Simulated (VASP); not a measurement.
Input:

```
TiO2
1.0
    4.60870     0.00000     0.00000
    0.00000     4.60870     0.00000
    0.00000     0.00000     2.96059
Ti O
2 4
Cartesian
  0.00000   0.00000   0.00000
  2.30435   2.30435   1.48029
  1.40250   1.40250   0.00000
  3.70685   0.90185   1.48029
  0.90185   3.70685   1.48029
  3.20620   3.20620   0.00000
```

All values below come from PBE GGA with D3 dispersion (Becke-Johnson damping), VASP's PBE PAW potentials (set 64) (plane waves; VASP). Numerical set-up: 520 eV cut-off, Gaussian smearing of 0.050 eV, potentials Ti_sv O.

Problem. Predict the band gap (along the path) with the smallest direct gap where there is one.

Solution. 
```
Property                               Result
------------------------------------  -------
band gap (along the path)             1.83 eV
smallest direct gap (along the path)  1.83 eV
```

The compound is TiO2 in the rutile structure. It was relaxed first.
